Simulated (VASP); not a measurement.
# TaAs: input slips in a phonon run and what they do, part 2 of 3

Some phonon runs on TaAs get a fault in the input on purpose. Which of them show, and how? The starting structure is a computed structure from the Materials Project.

VASP 6.6.1.

## 2. Reference modes (continued)

Level of this step: LDA; plane waves and PAW (Ta_pv, As) (VASP).

OUTCAR, selected parts (step 2):

```text
ion  position               nearest neighbor table
   1  0.500  0.500  0.999-   4 2.58   4 2.58   3 2.59   3 2.59   3 2.59   3 2.59   2 3.35   2 3.35
                             2 3.35   2 3.35
   2  0.250  0.250  0.499-   3 2.58   3 2.58   4 2.59   4 2.59   4 2.59   4 2.59   1 3.35   1 3.35
                             1 3.35   1 3.35
   3  0.082  0.918  0.835-   2 2.58   2 2.58   1 2.59   1 2.59   1 2.59   1 2.59
   4  0.832  0.668  0.335-   1 2.58   1 2.58   2 2.59   2 2.59   2 2.59   2 2.59

  LATTYP: Found a body centered tetragonal cell.
 ALAT       =     3.4107368266
 C/A-ratio  =     3.3830968674

 Subroutine GETGRP returns: Found  8 space group operations
 (whereof  4 operations were pure point group operations)

The static configuration has the point symmetry C_2v.
 The point group associated with its full space group is C_4v.

 Found    102 irreducible k-points:

   k-points           NKPTS =    102   k-points in BZ     NKDIM =    102   number of bands    NBANDS=     22

   dimension x,y,z NGX =    24 NGY =   24 NGZ =   48
   dimension x,y,z NGXF=    48 NGYF=   48 NGZF=   96

   ENCUT  =  450.0 eV  33.07 Ry    5.75 a.u.   5.90  5.90 10.82*2*pi/ulx,y,z

   NELECT =      32.0000    total number of electrons

 k-points in reciprocal lattice and weights: Automatic mesh
   0.00000000  0.00000000  0.00000000       0.001
   0.10000000  0.00000000  0.00000000       0.008
   0.20000000  0.00000000  0.00000000       0.008
   0.30000000  0.00000000  0.00000000       0.008
   0.40000000  0.00000000  0.00000000       0.008
   0.50000000  0.00000000  0.00000000       0.004
   0.10000000  0.10000000  0.00000000       0.004
   0.20000000  0.10000000  0.00000000       0.016
   0.30000000  0.10000000 -0.00000000       0.016
[...]
-0.10000000  0.10000000  0.40000000       0.004
   0.00000000  0.00000000  0.50000000       0.001

 average (electrostatic) potential at core
       1 -36.1759       2 -36.1759       3 -50.7259       4 -50.7259

  Total        0.0084816      0.0084816      0.0055531      0.0000000      0.0000000      0.0000000
  in kB        0.2024687      0.2024687      0.1325624      0.0000000      0.0000000      0.0000000
  external PRESSURE =       0.1791666 kB  Pullay stress =       0.0000000 kB

  energy-cutoff  :      450.00
  volume of cell :       67.12
      direct lattice vectors                 reciprocal lattice vectors
     0.000000000 -3.410736827  0.000000000     0.000000000 -0.293191780  0.086663726
    -3.410736827  0.000000000  0.000000000    -0.293191780  0.000000000 -0.086663726
     1.705368413 -1.705368413 -5.769426537     0.000000000  0.000000000 -0.173327452

 POSITION                                       TOTAL-FORCE (eV/Angst)
 -----------------------------------------------------------------------------------
      0.00000     -3.41074     -5.76592        -0.000000      0.000000      0.000682
      0.00000     -1.70537     -2.88121        -0.000000      0.000000      0.000682
     -1.70537     -1.70537     -4.81983         0.000000      0.000000     -0.000682
     -1.70537     -3.41074     -1.93511        -0.000000     -0.000000     -0.000682
 -----------------------------------------------------------------------------------
    total drift:                               -0.000002      0.000002      0.000210

 Eigenvectors and eigenvalues of the dynamical matrix
 ----------------------------------------------------

   1 f  =    7.854106 THz    49.348802 2PiTHz  261.984769 cm-1    32.481957 meV
             X         Y         Z           dx          dy          dz
      0.000000 -3.410737 -5.765924    -0.000000    0.000000   -0.065098
      0.000000 -1.705368 -2.881211    -0.000000    0.000000    0.065098
     -1.705368 -1.705368 -4.819827     0.000000   -0.000000   -0.704104
     -1.705368 -3.410737 -1.935113     0.000000   -0.000000    0.704104

   2 f  =    7.681177 THz    48.262256 2PiTHz  256.216474 cm-1    31.766780 meV
             X         Y         Z           dx          dy          dz
      0.000000 -3.410737 -5.765924     0.078093   -0.311759   -0.000000
      0.000000 -1.705368 -2.881211     0.072932   -0.333820   -0.000000
     -1.705368 -1.705368 -4.819827    -0.197767    0.157484    0.000000
     -1.705368 -3.410737 -1.935113    -0.036841    0.845389    0.000000

   3 f  =    7.681177 THz    48.262256 2PiTHz  256.216474 cm-1    31.766780 meV
             X         Y         Z           dx          dy          dz
      0.000000 -3.410737 -5.765924     0.333820    0.072932   -0.000000
      0.000000 -1.705368 -2.881211     0.311759    0.078093   -0.000000
     -1.705368 -1.705368 -4.819827    -0.845389   -0.036841    0.000000
     -1.705368 -3.410737 -1.935113    -0.157484   -0.197767    0.000000

   4 f  =    7.602754 THz    47.769513 2PiTHz  253.600578 cm-1    31.442450 meV
             X         Y         Z           dx          dy          dz
      0.000000 -3.410737 -5.765924     0.000000   -0.000000    0.382691
      0.000000 -1.705368 -2.881211     0.000000   -0.000000    0.382691
     -1.705368 -1.705368 -4.819827    -0.000000    0.000000   -0.594598
     -1.705368 -3.410737 -1.935113     0.000000    0.000000   -0.594598

   5 f  =    7.043735 THz    44.257092 2PiTHz  234.953708 cm-1    29.130534 meV
             X         Y         Z           dx          dy          dz
      0.000000 -3.410737 -5.765924     0.081831   -0.451585   -0.000000
      0.000000 -1.705368 -2.881211    -0.242564    0.152347   -0.000000
     -1.705368 -1.705368 -4.819827    -0.127376    0.701935    0.000000
     -1.705368 -3.410737 -1.935113     0.377037   -0.237137    0.000000

   6 f  =    7.043735 THz    44.257092 2PiTHz  234.953708 cm-1    29.130534 meV
             X         Y         Z           dx          dy          dz
      0.000000 -3.410737 -5.765924     0.152347    0.242564   -0.000000
      0.000000 -1.705368 -2.881211    -0.451585   -0.081831   -0.000000
     -1.705368 -1.705368 -4.819827    -0.237137   -0.377037    0.000000
     -1.705368 -3.410737 -1.935113     0.701935    0.127376    0.000000

   7 f  =    5.126359 THz    32.209863 2PiTHz  170.996927 cm-1    21.200907 meV
             X         Y         Z           dx          dy          dz
      0.000000 -3.410737 -5.765924     0.000000   -0.000000    0.704104
      0.000000 -1.705368 -2.881211    -0.000000    0.000000   -0.704104
     -1.705368 -1.705368 -4.819827    -0.000000   -0.000000   -0.065098
     -1.705368 -3.410737 -1.935113     0.000000    0.000000    0.065098

   8 f  =    3.761017 THz    23.631165 2PiTHz  125.454016 cm-1    15.554309 meV
             X         Y         Z           dx          dy          dz
      0.000000 -3.410737 -5.765924     0.417300   -0.427837   -0.000000
      0.000000 -1.705368 -2.881211    -0.313140    0.570150    0.000000
     -1.705368 -1.705368 -4.819827     0.097562   -0.353958   -0.000000
     -1.705368 -3.410737 -1.935113    -0.259067    0.133297    0.000000

   9 f  =    3.761017 THz    23.631165 2PiTHz  125.454016 cm-1    15.554309 meV
             X         Y         Z           dx          dy          dz
      0.000000 -3.410737 -5.765924    -0.570150   -0.313140   -0.000000
      0.000000 -1.705368 -2.881211     0.427837    0.417300    0.000000
     -1.705368 -1.705368 -4.819827    -0.133297   -0.259067    0.000000
     -1.705368 -3.410737 -1.935113     0.353958    0.097562    0.000000

  10 f/i=    0.000773 THz     0.004855 2PiTHz    0.025772 cm-1     0.003195 meV
             X         Y         Z           dx          dy          dz
      0.000000 -3.410737 -5.765924    -0.000000   -0.000000   -0.594598
      0.000000 -1.705368 -2.881211    -0.000000   -0.000000   -0.594598
     -1.705368 -1.705368 -4.819827    -0.000000   -0.000000   -0.382691
     -1.705368 -3.410737 -1.935113    -0.000000   -0.000000   -0.382691

  11 f/i=    0.001691 THz     0.010624 2PiTHz    0.056401 cm-1     0.006993 meV
             X         Y         Z           dx          dy          dz
      0.000000 -3.410737 -5.765924    -0.266183    0.531707   -0.000000
      0.000000 -1.705368 -2.881211    -0.266285    0.531503   -0.000000
     -1.705368 -1.705368 -4.819827    -0.171372    0.342315   -0.000000
     -1.705368 -3.410737 -1.935113    -0.171436    0.342188   -0.000000

  12 f/i=    0.001691 THz     0.010624 2PiTHz    0.056401 cm-1     0.006993 meV
             X         Y         Z           dx          dy          dz
      0.000000 -3.410737 -5.765924     0.531503    0.266285   -0.000000
      0.000000 -1.705368 -2.881211     0.531707    0.266183   -0.000000
     -1.705368 -1.705368 -4.819827     0.342188    0.171436   -0.000000
     -1.705368 -3.410737 -1.935113     0.342315    0.171372   -0.000000

 ELASTIC MODULI CONTR FROM IONIC RELAXATION (kBar)
 Direction    XX          YY          ZZ          XY          YZ          ZX
 --------------------------------------------------------------------------------
 XX        -126.3218     51.9277     95.3762      0.0000      0.0000     -0.0000
 YY          51.9277   -126.3218     95.3762      0.0000     -0.0000      0.0000
 ZZ          95.3762     95.3762   -244.5522      0.0000      0.0000     -0.0000
 XY           0.0000      0.0000      0.0000      0.0000      0.0000      0.0000
 YZ           0.0000     -0.0000      0.0000      0.0000   -636.7900     -0.0000
 ZX          -0.0000      0.0000     -0.0000      0.0000     -0.0000   -644.2492
 --------------------------------------------------------------------------------
```

Energies printed during the response cycles are not total energies of the cell.

Reference: the zone-centre modes are B1 (2) 262.0, E (3) 256.2, A1 253.6, E (2) 235.0, B1 (1) 171.0, E (1) 125.5 cm⁻¹.

## 3. Modes with finite displacements, else as the reference

Against step 2 the input has IBRION = 6, NFREE = 2 and POTIM = 0.015 (also changed: NSW).

File INCAR:

```
SYSTEM = TaAs
PREC = Accurate
ENCUT = 450
EDIFF = 1E-08
NELM = 100
ISMEAR = 0
SIGMA = 0.05
LREAL = .FALSE.
ALGO = Normal
GGA = CA
NBANDS = 22
LASPH = .TRUE.
LORBIT = 11
LWAVE = .FALSE.
LCHARG = .FALSE.
KPAR = 8
IBRION = 6
NFREE = 2
POTIM = 0.015
NSW = 1
ISIF = 2
```

File POSCAR:

```
TaAs
1.0
    0.0000000000     -3.4107368266      0.0000000000
   -3.4107368266      0.0000000000      0.0000000000
    1.7053684133     -1.7053684133     -5.7694265368
Ta As
2 2
Direct
    0.5003035622      0.4996964378      0.9993928757
    0.2503035622      0.2496964378      0.4993928757
    0.0822958578      0.9177041422      0.8354082843
    0.8322958578      0.6677041422      0.3354082843
```

File KPOINTS:

```
Automatic mesh
0
Gamma
10 10 10
0 0 0
```

PAW data sets: Ta_pv and As (LDA family, release 64).

Started as:

```console
$ mpirun -np 8 vasp_std
```

Output:

```text
[banner, memory and clock lines left out]
running    8 mpi-ranks, on    1 nodes
[...]
[... a notice as in an earlier step ...]

 LDA part: xc-table for (Slater(with rela. corr.)+CA(PZ))
 , standard interpolation
 POSCAR, INCAR and KPOINTS ok, starting setup
[...]
entering main loop
       N       E                     dE             d eps       ncg     rms          rms(c)
[... 14 cycles as in an earlier step ...]
   1 F= -.38949276E+02 E0= -.38948914E+02  d E =-.724526E-03
[... from here on, the cycles between the ionic steps are left out ...]
   2 F= -.38948005E+02 E0= -.38947685E+02  d E =-.639956E-03
   3 F= -.38948005E+02 E0= -.38947685E+02  d E =-.639962E-03
   4 F= -.38947355E+02 E0= -.38946994E+02  d E =-.721789E-03
   5 F= -.38947355E+02 E0= -.38946994E+02  d E =-.721791E-03
   6 F= -.38947489E+02 E0= -.38947146E+02  d E =-.685904E-03
   7 F= -.38947445E+02 E0= -.38947078E+02  d E =-.734637E-03
   8 F= -.38947619E+02 E0= -.38947285E+02  d E =-.667038E-03
   9 F= -.38947618E+02 E0= -.38947285E+02  d E =-.667016E-03
  10 F= -.38948044E+02 E0= -.38947686E+02  d E =-.717453E-03
  11 F= -.38948045E+02 E0= -.38947686E+02  d E =-.717454E-03
  12 F= -.38947492E+02 E0= -.38947116E+02  d E =-.750474E-03
  13 F= -.38947535E+02 E0= -.38947184E+02  d E =-.702392E-03
 Finite differences progress:
  Degree of freedom:   6/  6
  Displacement:        2/  2
  Total:              12/ 12
```

It took 1.8 min on 8 MPI ranks of Intel Xeon 6975P-C (Granite Rapids), shared host; peak memory 4.7 GiB; 14 min of CPU time.

OUTCAR, selected parts (step 3):

```text
  Total        0.0122859      0.1063277     -0.1134118      0.0000000      0.0000000      0.0000000
  in kB        0.2932832      2.5382133     -2.7073208      0.0000000      0.0000000      0.0000000
  external PRESSURE =       0.0413919 kB  Pullay stress =       0.0000000 kB

 POSITION                                       TOTAL-FORCE (eV/Angst)
 -----------------------------------------------------------------------------------
      0.00000     -3.41074     -5.76592        -0.000000      0.000000     -0.081680
      0.00000     -1.70537     -2.88121        -0.000000      0.000000     -0.102489
     -1.70537     -1.70537     -4.83483         0.000000     -0.000000      0.231971
     -1.70537     -3.41074     -1.93511        -0.000000      0.000000     -0.047801
 -----------------------------------------------------------------------------------
    total drift:                               -0.000002      0.000003      0.000209

  FREE ENERGIE OF THE ION-ELECTRON SYSTEM (eV)
  ---------------------------------------------------
  free  energy   TOTEN  =       -38.9475350399 eV

  energy  without entropy=      -38.9468326475  energy(sigma->0) =      -38.94718384

[... 2 parts as in an earlier step ...]

[... 1 further part left out ...]
[key lines of the parts left out:]
E-fermi :   7.2647
```

The last energy, forces and stress in OUTCAR belong to the last displaced cell, not to that of POSCAR.

With finite displacements, else as the reference the modes are at the top B1 (2) 261.9, E (3) 255.3 cm⁻¹, at the bottom B1 (1) 170.8, E (1) 125.1 cm⁻¹, with 2 more of the listed ones between; the largest shift is -0.9 cm⁻¹, in E (3), from the reference.

## 4. Modes with a loose electronic threshold

A slip made on purpose: a loose electronic threshold. Against step 2 the input has EDIFF = 1E-04, IBRION = 6, NFREE = 2 and POTIM = 0.015 (also changed: NELM and NSW).

INCAR, as its differences from that of step 3:

```diff
@@ -3,4 +3,4 @@
 ENCUT = 450
-EDIFF = 1E-08
-NELM = 100
+EDIFF = 1E-04
+NELM = 60
 ISMEAR = 0
```

POSCAR is that of step 3.

KPOINTS is that of step 3.

Started as:

```console
$ mpirun -np 8 vasp_std
```

Output:

```text
[... set-up lines as in an earlier step ...]
 entering main loop
       N       E                     dE             d eps       ncg     rms          rms(c)
[... 9 cycles as in an earlier step ...]
DAV:  10    -0.389492777778E+02    0.81632E-04   -0.38636E-04  4600   0.157E-01
   1 F= -.38949278E+02 E0= -.38948915E+02  d E =-.725224E-03
[... from here on, the cycles between the ionic steps are left out ...]
   2 F= -.38948022E+02 E0= -.38947704E+02  d E =-.637352E-03
   3 F= -.38948005E+02 E0= -.38947684E+02  d E =-.641102E-03
   4 F= -.38947368E+02 E0= -.38947008E+02  d E =-.721826E-03
   5 F= -.38947356E+02 E0= -.38946995E+02  d E =-.721933E-03
   6 F= -.38947515E+02 E0= -.38947172E+02  d E =-.686169E-03
   7 F= -.38947461E+02 E0= -.38947093E+02  d E =-.734975E-03
   8 F= -.38947646E+02 E0= -.38947315E+02  d E =-.662955E-03
   9 F= -.38947621E+02 E0= -.38947287E+02  d E =-.667318E-03
  10 F= -.38947984E+02 E0= -.38947625E+02  d E =-.717189E-03
  11 F= -.38948038E+02 E0= -.38947679E+02  d E =-.717264E-03
  12 F= -.38947425E+02 E0= -.38947049E+02  d E =-.751224E-03
  13 F= -.38947525E+02 E0= -.38947174E+02  d E =-.702528E-03
 Finite differences progress:
  Degree of freedom:   6/  6
  Displacement:        2/  2
  Total:              12/ 12
```

It took 57 s on 8 MPI ranks; peak memory 4.6 GiB; 7.4 min of CPU time.

OUTCAR, selected parts (step 4):

```text
  Total        0.0172157      0.1041763     -0.1112584      0.0000000      0.0000000      0.0000000
  in kB        0.4109655      2.4868547     -2.6559165      0.0000000      0.0000000      0.0000000
  external PRESSURE =       0.0806346 kB  Pullay stress =       0.0000000 kB

 POSITION                                       TOTAL-FORCE (eV/Angst)
 -----------------------------------------------------------------------------------
      0.00000     -3.41074     -5.76592         0.000000      0.000000     -0.079910
      0.00000     -1.70537     -2.88121         0.000000     -0.000000     -0.100568
     -1.70537     -1.70537     -4.83483         0.000000      0.000000      0.228895
     -1.70537     -3.41074     -1.93511         0.000000      0.000000     -0.048417
 -----------------------------------------------------------------------------------
    total drift:                                0.000292      0.002687      0.001490

  FREE ENERGIE OF THE ION-ELECTRON SYSTEM (eV)
  ---------------------------------------------------
  free  energy   TOTEN  =       -38.9475249759 eV

  energy  without entropy=      -38.9468224477  energy(sigma->0) =      -38.94717371

[... 2 parts as in an earlier step ...]

[... 1 further part left out ...]
[key lines of the parts left out:]
E-fermi :   7.2646
```

With a loose electronic threshold the modes are at the top B1 (2) 260.0, E (3) 254.0 cm⁻¹, at the bottom B1 (1) 170.7, E (1) 125.3 cm⁻¹, with 2 more of the listed ones between; the largest shift is -1.9 cm⁻¹, in B1 (2), from finite displacements, else as the reference.

## 5. Modes with a cutoff far too low

A slip made on purpose: a cutoff far too low. Against step 2 the input has ENCUT = 120 (also changed: NELM).

File INCAR:

```
SYSTEM = TaAs
PREC = Accurate
ENCUT = 120
EDIFF = 1E-08
NELM = 60
ISMEAR = 0
SIGMA = 0.05
LREAL = .FALSE.
ALGO = Normal
GGA = CA
NBANDS = 22
LASPH = .TRUE.
LORBIT = 11
LWAVE = .FALSE.
LCHARG = .FALSE.
KPAR = 8
IBRION = 8
ISIF = 2
```

POSCAR is that of step 4.

KPOINTS is that of step 4.

Started as:

```console
$ mpirun -np 8 vasp_std
```

Output:

```text
[... set-up lines as in an earlier step ...]
 entering main loop
       N       E                     dE             d eps       ncg     rms          rms(c)
DAV:   1     0.633203505695E+02    0.63320E+02   -0.77142E+03  5488   0.477E+02
DAV:   2    -0.407301031834E+02   -0.10405E+03   -0.10014E+03  5588   0.172E+02
DAV:   3    -0.431035563992E+02   -0.23735E+01   -0.23463E+01  5702   0.245E+01
DAV:   4    -0.431259287167E+02   -0.22372E-01   -0.22345E-01  5240   0.202E+00
[...]
DAV:  12    -0.387790615105E+02    0.11374E-04   -0.63653E-05  5280   0.442E-02    0.511E-03
DAV:  13    -0.387790615288E+02   -0.18319E-07   -0.13588E-06  5518   0.565E-03    0.190E-03
DAV:  14    -0.387790615338E+02   -0.50118E-08   -0.32562E-08  5332   0.961E-04
   1 F= -.38779062E+02 E0= -.38778776E+02  d E =-.570267E-03
 Linear response reoptimize wavefunctions to high precision
DAV:   1    -0.387790615302E+02    0.36298E-08   -0.52772E-09  4582   0.390E-04
DAV:   2    -0.387790615302E+02   -0.49113E-10   -0.30587E-10  3186   0.865E-05
 Linear response DOF=           6
 Linear response progress:
[...]
RMM:   8    -0.407203646726E-01   -0.13239E-06    0.30095E-08 22748   0.359E-04    0.213E-04
RMM:   9    -0.407203834219E-01   -0.18749E-07    0.93519E-08 22499   0.158E-04    0.205E-04
RMM:  10    -0.407203781964E-01    0.52256E-08    0.95965E-08 22814   0.719E-05    0.229E-05
 first order change of Fermi-energy  -0.12106E-05
 force on displaced ion       3 direction 2 :   0.000 -13.111   0.005
 Linear response progress:
  Degree of freedom:   6/  6
       N       E                     dE             d eps       ncg     rms          rms(c)
RMM:   1    -0.539149672965E-01   -0.53915E-01    0.10846E-01 18716   0.112E+00
RMM:   2    -0.541746917929E-01   -0.25972E-03   -0.38649E-03 12746   0.236E-01    0.249E-01
RMM:   3    -0.540502644145E-01    0.12443E-03   -0.10032E-03 12515   0.126E-01    0.149E-01
RMM:   4    -0.540156906987E-01    0.34574E-04   -0.23906E-04 12214   0.550E-02    0.104E-01
[...]
RMM:   9    -0.540901703097E-01   -0.23502E-06    0.22757E-08 13567   0.279E-04    0.962E-05
RMM:  10    -0.540901971472E-01   -0.26837E-07    0.75929E-10 13825   0.116E-04    0.578E-05
RMM:  11    -0.540902032069E-01   -0.60598E-08   -0.24544E-08 14157   0.488E-05    0.110E-05
 first order change of Fermi-energy   0.64851E-01
 force on displaced ion       3 direction 3 :  -0.000  -0.000 -17.675
 Linear response finished
```

The job ended after 28 s (8 MPI ranks; peak memory 1.8 GiB; 3.6 min of CPU time).

From OUTCAR (step 5):

```text
  Total      -49.6871996    -49.6871996    -50.5792488      0.0000000      0.0000000      0.0000000
  in kB    -1186.1129129  -1186.1129129  -1207.4075537      0.0000000      0.0000000      0.0000000
  external PRESSURE =   -1193.2111265 kB  Pullay stress =       0.0000000 kB

 POSITION                                       TOTAL-FORCE (eV/Angst)
 -----------------------------------------------------------------------------------
      0.00000     -3.41074     -5.76592         0.000000      0.000000     -0.003324
      0.00000     -1.70537     -2.88121         0.000000      0.000000     -0.003324
     -1.70537     -1.70537     -4.81983        -0.000000     -0.000000      0.003324
     -1.70537     -3.41074     -1.93511         0.000000      0.000000      0.003324
 -----------------------------------------------------------------------------------
    total drift:                               -0.000072      0.000072      0.001294

[... 1 part as in an earlier step ...]

[... 1 further part left out ...]
```

With a cutoff far too low the modes are at the top E (3) 281.6, B1 (2) 275.5 cm⁻¹, at the bottom B1 (1) 124.3, E (1) 120.9 cm⁻¹, with 2 more of the listed ones between; the largest shift is -46.7 cm⁻¹, in B1 (1), from the reference.

[end of part 2 of 3]

[Lines on the potential files, build, host, timing and source positions are cut from VASP's logs without a mark.]

[Logs are printed without paths, hosts, clocks, repeated set-up lines and the standing remarks that a program may print on its own settings, such as how far it seeks lower states.]

[Hosts, paths, dates, database ids (printed as entryN), source tags and the programs' standing remarks are cut or masked in the printed files.]
